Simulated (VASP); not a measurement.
Here is the system:

```xyz
2
Lattice="0.0000 2.7591 2.7591 2.7591 0.0000 2.7591 2.7591 2.7591 0.0000" Properties=species:S:1:pos:R:3 pbc="T T T"
Cu     0.0000     0.0000     0.0000
Cl     1.3795     1.3795     1.3796
```

All values below come from PBE GGA + U (Dudarev), VASP's PBE PAW potentials (set 64) (plane waves; VASP). Run with 400 eV cut-off, 8×8×8 Γ-centred mesh, Gaussian smearing of 0.050 eV, potentials Cu Cl, U − J: Cu 5.00 eV.

Question: Predict the energy per atom (σ→0), pressure, band gap (on the k-mesh) with the smallest direct gap where there is one.

Answer: 
```
Quantity                                      Value
-----------------------------------  --------------
band gap (on the k-mesh)                    1.58 eV
smallest direct gap (on the k-mesh)         1.58 eV
energy per atom (σ→0)                -2.556 eV/atom
pressure                                  -1.93 GPa
```

The absolute energy has meaning only against runs of the same code, potentials and settings.

The compound is CuCl in the zinc blende structure. The cell was not relaxed at this level. The run is one of a series of settings (LDAU = .TRUE., LDAUJ = 0 0, LDAUL = 2 -1, LDAUTYPE = 2, LDAUU = 5.0 0 against the base run), some of them coarse on purpose.
